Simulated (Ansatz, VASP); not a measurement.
# HfGe2N4 (HfGe2N4 bilayer, AB): VASP beside Ansatz

One calculation is typed for both programs; each brings its own data sets. How far apart do they land? Of the first pair: The structure shown is the start of the Ansatz relaxation below; VASP solves that cell, so the two are compared at the walk's first step.

Method: plane waves, with VASP 6.6.1 beside it; single point at PBE with D3(BJ), in Ansatz 0.2.0.

### Step 1. The starting structure

The cell holds 14 atoms: 8 N, 4 Ge and 2 Hf. Its edges and angles: a = 3.020 Å, b = 3.020 Å, c = 68.394 Å, α = 90.0°, β = 90.0°, γ = 120.0°. Vacuum lies along c.

As a file:

```
N Ge Hf
1.0
     3.02000    0.00000    0.00000
    -1.51000    2.61540    0.00000
     0.00000    0.00000   68.39392
N Ge Hf
8 4 2
Direct
  0.00000 0.00000 0.36334
  0.33333 0.66667 0.39883
  0.33333 0.66667 0.44111
  0.00000 0.00000 0.47661
  0.33333 0.66667 0.52339
  0.66667 0.33333 0.55889
  0.66667 0.33333 0.60117
  0.33333 0.66667 0.63666
  0.33333 0.66667 0.37193
  0.33333 0.66667 0.46801
  0.66667 0.33333 0.53199
  0.66667 0.33333 0.62807
  0.00000 0.00000 0.41997
  0.33333 0.66667 0.58003
```

### Step 2. Ansatz: relaxation, PBE with D3(BJ)

Ansatz runs on its default PAW (the set named soft_2) files.

The two programs are compared at the cell with which this relaxation starts, whose forces are those of its first step.

Contents of input.yaml:

```yaml
crystal:
  lattice:
    - [3.02, 0.0, 0.0]
    - [-1.51, 2.6153967194, 0.0]
    - [0.0, 0.0, 68.3939162295]
  atoms:
    - { symbol: "N", position: [0.0, 0.0, 0.3633364102] }
    - { symbol: Ge, position: [0.3333333333, 0.6666666667, 0.3719302173] }
    - { symbol: "N", position: [0.3333333333, 0.6666666667, 0.3988331949] }
    - { symbol: Hf, position: [0.0, 0.0, 0.4199712583] }
    - { symbol: "N", position: [0.3333333333, 0.6666666667, 0.4411093216] }
    - { symbol: Ge, position: [0.3333333333, 0.6666666667, 0.4680122992] }
    - { symbol: "N", position: [0.0, 0.0, 0.4766061064] }
    - { symbol: "N", position: [0.3333333333, 0.6666666667, 0.5233938936] }
    - { symbol: Ge, position: [0.6666666667, 0.3333333333, 0.5319877008] }
    - { symbol: "N", position: [0.6666666667, 0.3333333333, 0.5588906784] }
    - { symbol: Hf, position: [0.3333333333, 0.6666666667, 0.5800287417] }
    - { symbol: "N", position: [0.6666666667, 0.3333333333, 0.6011668051] }
    - { symbol: Ge, position: [0.6666666667, 0.3333333333, 0.6280697827] }
    - { symbol: "N", position: [0.3333333333, 0.6666666667, 0.6366635898] }
  periodic: [true, true, false]
kpoints:
  mp_grid: { grid: [12, 12, 1] }
hamiltonian:
  xc: pbe
  dispersion: d3bj
scf:
  occupations: { method: fermi_dirac, width: 0.05 }
  convergence: { dr2_threshold: 1.0e-09 }
relax:
  f_tol: 0.004
  max_steps: 90
  cell: {}
output:
  write_potential: true
  write_density: true
  volumetric_format: npy
```

Launch:

```console
$ ansatz run input.yaml --threads 4 --pin off --max-ram 12288MiB --backend cpu --events-out ev --progress --plain --runs-dir out
```

Numbers of over 12 decimals in the logs are rounded to 6 here.

Output:

```text
Warning: relax.cell: scf.convergence.dr2_threshold = 1e-9 eV is looser than the 1.70038937929e-10 eV advised for a relaxation that steers and ends on the stress (1e-10 eV for each atom of the cell: 14, times the square of relax.cell.stress_2d_tol = 0.05 N/m over 28.7 Å (the atoms' height at the walk's start and 5 Å past either face), 1.743e-2 GPa, over a crystal's default 0.05). What an SCF threshold leaves in a stress goes as its square root, and in the free energy as the threshold itself, and one threshold admits the most on a small cell: [figures from the program's tests cut] Set scf.convergence.dr2_threshold to 1.70038937929e-10 eV or tighter. [rest of the remark cut]
Engine: ansatz 0.2.0, x86_64-unknown-linux-gnu
Pseudopotentials: kind: paw
Pseudopotential: N, paw, valence charge 5, recommended cutoff 420 eV (normal), N.paw.azcp
Pseudopotential: Ge, paw, valence charge 14, recommended cutoff 420 eV (normal), Ge.paw.azcp
Pseudopotential: Hf, paw, valence charge 26, recommended cutoff 420 eV (normal), Hf.paw.azcp
Functional definition: PBE
  parameter kappa = 0.804
  parameter beta = 0.066725
  exchange = pbe_x(kappa = kappa, mu = beta*pi^2/3)
  correlation = pbe_c(beta = beta)
Crystal: 14 atoms, lattice volume = 540.209 Å³
Basis set: ecut = 420 eV, 10357 PW (Γ), exchange–correlation on 48×48×960 points (8 copies of the dense FFT grid, shifted against one another)
Bands: 89, of which v1, the nominal top of the filled ones, is band 74 counted from 1 (73 counted from 0)
Symmetry: 6 space group operations
Space group: P3m1 (ITA 156), of the structure as read, at distance tolerance 8.1e-5 Å
k-points: 19 of 144 (time reversal used)
Non-local potential: N, projectors of the file, l = 0: 2, l = 1: 2, l = 2: 1
Non-local potential: Ge, projectors of the file, l = 0: 2, l = 1: 2, l = 2: 3, l = 3: 1
Non-local potential: Hf, projectors of the file, l = 0: 3, l = 1: 2, l = 2: 2, l = 3: 3
PAW form: soft (Blöchl's): semilocal exchange-correlation on the pseudo side does not see the compensation charge
PAW one-centre angular grid: N, 110 points (default); XC on 64 Gauss nodes
PAW one-centre angular grid: Ge, 590 points (default); XC on 64 Gauss nodes
PAW one-centre angular grid: Hf, 590 points (default); XC on 64 Gauss nodes
Initial density: superposition of atomic densities (neutral atoms: chi_scale 0, normalization atom), corrected by the library's trained network
Initial wavefunctions: pseudopotential atomic-orbital guess
Functional: x = pbe(κ = 0.804, μ = 0.219515), c = pbe(β = 0.066725)
SCF iter   1: F=—  HF=-51701.161676 eV  |F-HF|=—  |Δ(HF+E_count)|=         —  Δρ=4.91e-3  dr2=1.71e-1  ethr=1.77e-3  ⟨swp⟩=11.0  Hψ=9931  notcnv=0  defer=115
preconditioner: auto → Resta (q_TF=auto, 2.199 Å⁻¹)  ε∞=2.0  [insulator: Δε(μ)=0.772 eV  Ē_g=19.435 eV  σ=0.050 eV  W_gap=1.00  n_scr=46 (ndim 8)  ℏωp=19.2 eV  f_vac=0.685  D(μ)=0.00/eV (n_scr^D=0)  ε∞_Penn≈2.0  vacuum switching on, ρ_ref=2.7e-2 e/Å³]
SCF iter   2: F=—  HF=-51701.162070 eV  |F-HF|=—  |Δ(HF+E_count)|=   3.94e-4  Δρ=3.75e-3  dr2=2.04e-1  ethr=1.15e-4  ⟨swp⟩=3.9  Hψ=4254  notcnv=0  defer=137
SCF iter   3: F=—  HF=-51701.151886 eV  |F-HF|=—  |Δ(HF+E_count)|=   1.02e-2  Δρ=1.98e-3  dr2=1.29e-1  ethr=1.15e-4  ⟨swp⟩=3.7  Hψ=2937  notcnv=0  defer=137
SCF iter   4: F=—  HF=-51701.143619 eV  |F-HF|=—  |Δ(HF+E_count)|=   8.27e-3  Δρ=9.82e-4  dr2=6.52e-3  ethr=8.69e-5  ⟨swp⟩=2.9  Hψ=2305  notcnv=0  defer=137
SCF iter   5: F=—  HF=-51701.144399 eV  |F-HF|=—  |Δ(HF+E_count)|=   7.80e-4  Δρ=4.66e-4  dr2=2.06e-3  ethr=4.40e-6  ⟨swp⟩=3.2  Hψ=3785  notcnv=0  defer=137
SCF iter   6: F=—  HF=-51701.144279 eV  |F-HF|=—  |Δ(HF+E_count)|=   1.20e-4  Δρ=1.69e-4  dr2=1.24e-4  ethr=1.39e-6  ⟨swp⟩=3.2  Hψ=2772  notcnv=0  defer=137
SCF iter   7: F=—  HF=-51701.144312 eV  |F-HF|=—  |Δ(HF+E_count)|=   3.31e-5  Δρ=9.96e-5  dr2=1.73e-4  ethr=8.37e-8  ⟨swp⟩=3.5  Hψ=3827  notcnv=0  defer=137
SCF iter   8: F=—  HF=-51701.144317 eV  |F-HF|=—  |Δ(HF+E_count)|=   4.74e-6  Δρ=6.00e-5  dr2=6.69e-5  ethr=8.37e-8  ⟨swp⟩=2.7  Hψ=2067  notcnv=0  defer=137
SCF iter   9: F=—  HF=-51701.144270 eV  |F-HF|=—  |Δ(HF+E_count)|=   4.64e-5  Δρ=2.59e-5  dr2=9.96e-6  ethr=4.52e-8  ⟨swp⟩=2.7  Hψ=2410  notcnv=0  defer=137
SCF iter  10: F=—  HF=-51701.144392 eV  |F-HF|=—  |Δ(HF+E_count)|=   1.22e-4  Δρ=7.37e-6  dr2=5.99e-7  ethr=6.73e-9  ⟨swp⟩=3.2  Hψ=3015  notcnv=0  defer=137
[...]
SCF converged after 7 iterations
an eigenvalue changed by more than its tolerance at an iteration that met the thresholds in force, so the SCF went on 1 time: the last check found none over its tolerance
Free energy (F): -51703.675323 eV
Harris-Foulkes:  -51703.675323 eV  (|F-HF|=4.05e-8)
Internal energy: -51703.675323 eV  (E = F + TS)
E sigma→0 (E₀):  -51703.675323 eV
Entropy (-TS):   -0.000000 eV (-0.000 meV/atom)
Fermi energy:    -5.879475 eV
--- Per-component energies (eV) ---
  E_band       = -3238.913966
  E_kinetic    = 2341.120485
  E_local      = -2510423.645075  (includes V_loc(G=0)·N_el)
  E_nonlocal   = -428.354926
  E_hartree    = 1252632.022692
  E_xc         = -1382.727162
  E_vxc        = -1402.290157  (∫ρ·V_xc dr)
  E_paw        = -22971.278289  (= ΣΔE_a)
  E_vpaw       = 1410.203674  (= ΣTr[D̂ρ^β])
  E_aug_tail   = 0.001714  (compensation charges beyond the density's cutoff)
  E_ewald      = 1228532.501953
  E_disp       = -3.316716  (pairwise vdW)
  E_smearing   = -0.000000  (= −TS)
  E_closure    = 0.000000  (closes the sum)
  Σ components = -51703.675323   (vs F -51703.675323, Δ=0.00e0)
--- Forces (eV/Å), atoms counted from 1 ---
  atom   1  N      0.00000000    -0.00000000     0.00028639
  atom   2  Ge    -0.00000000     0.00000000    -0.00016643
  atom   3  N      0.00000000    -0.00000000     0.00024732
  atom   4  Hf     0.00000000    -0.00000000     0.00046401
  atom   5  N      0.00000000    -0.00000000     0.00040952
  atom   6  Ge     0.00000000     0.00000000     0.00098878
  atom   7  N     -0.00000000    -0.00000000     0.00052746
  atom   8  N      0.00000000    -0.00000000    -0.00061472
  atom   9  Ge     0.00000000     0.00000000    -0.00095007
  atom  10  N      0.00000000    -0.00000000    -0.00035849
  atom  11  Hf     0.00000000    -0.00000000    -0.00051192
  atom  12  N      0.00000000    -0.00000000    -0.00020494
  atom  13  Ge     0.00000000     0.00000000     0.00016367
  atom  14  N      0.00000000    -0.00000000    -0.00027902
  max |Σ_I F_I| component: 1.56e-6 eV/Å
--- 2D stress c σ (N/m, compression-positive) ---
        0.001990       0.000000       0.000000
        0.000000       0.001990      -0.000000
        0.000000      -0.000000       0.000000
  P = ½ c Tr σ = 0.0020 N/m
--- Band table (eV; the first three rows and the last of 19) ---
  k-point 0: bands = [... 70 lower, -7.3296, -7.2499, -7.2499, -6.6900, -5.2697, -4.9445, -4.1964, -3.9703, ... 11 higher]
  k-point 1: bands = [... 70 lower, -7.4050, -7.3547, -7.0551, -6.6111, -4.7701, -4.4837, -3.8311, -3.5974, ... 11 higher]
  k-point 2: bands = [... 70 lower, -7.6259, -7.6173, -7.0336, -6.6822, -4.2145, -3.9876, -3.3999, -3.2154, ... 11 higher]
  k-point 18: bands = [... 70 lower, -7.6252, -7.4100, -6.9258, -6.7007, -4.3445, -4.1163, -1.8951, -1.6650, ... 11 higher]
  the weakly bound empty levels are not read free of the cell's end (no_gap_told)
--- Relaxed structure (12 steps of the walk, 11 accepted, 2 SCFs on fresh bases) ---
  F+E_penalty+E_count = -51703.67532296 eV   max|allowed force component| = 9.887e-4 eV/Å   (the final SCF, on the basis selected at the relaxed cell)
  cell:  # Å, volume = 581.4417 Å³
    - [3.133135, 0.0, 0]
    - [-1.566567, 2.713374, 0]
    - [0, 0, 68.3939162295]
  atoms:
    - { symbol: N, position: [7.431015393997381e-17, 8.392158667357926e-18, 0.372789] }
    - { symbol: Ge, position: [0.333333, 0.666667, 0.381237] }
    - { symbol: N, position: [0.333333, 0.666667, 0.408573] }
    - { symbol: Hf, position: [6.404956837310048e-17, 5.460562791108389e-18, 0.426394] }
    - { symbol: N, position: [0.333333, 0.666667, 0.444203] }
    - { symbol: Ge, position: [0.333333, 0.666667, 0.471516] }
    - { symbol: N, position: [5.320492504311682e-17, 2.3620932682559298e-18, 0.479827] }
    - { symbol: N, position: [0.333333, 0.666667, 0.520122] }
    - { symbol: Ge, position: [0.666667, 0.333333, 0.528490] }
    - { symbol: N, position: [0.666667, 0.333333, 0.555805] }
    - { symbol: Hf, position: [0.333333, 0.666667, 0.573617] }
    - { symbol: N, position: [0.666667, 0.333333, 0.591436] }
    - { symbol: Ge, position: [0.666667, 0.333333, 0.618772] }
    - { symbol: N, position: [0.333333, 0.666667, 0.627219] }
```

(Continued in part 2 of 3.)

[Lines on the potential files, build, host, timing and source positions are cut from VASP's logs without a mark.]

[Logs are printed without paths, hosts, clocks, repeated set-up lines and the standing remarks that a program may print on its own settings, such as how far it seeks lower states.]

[Hosts, paths, dates, database ids (printed as entryN), source tags and the programs' standing remarks are cut or masked in the printed files.]
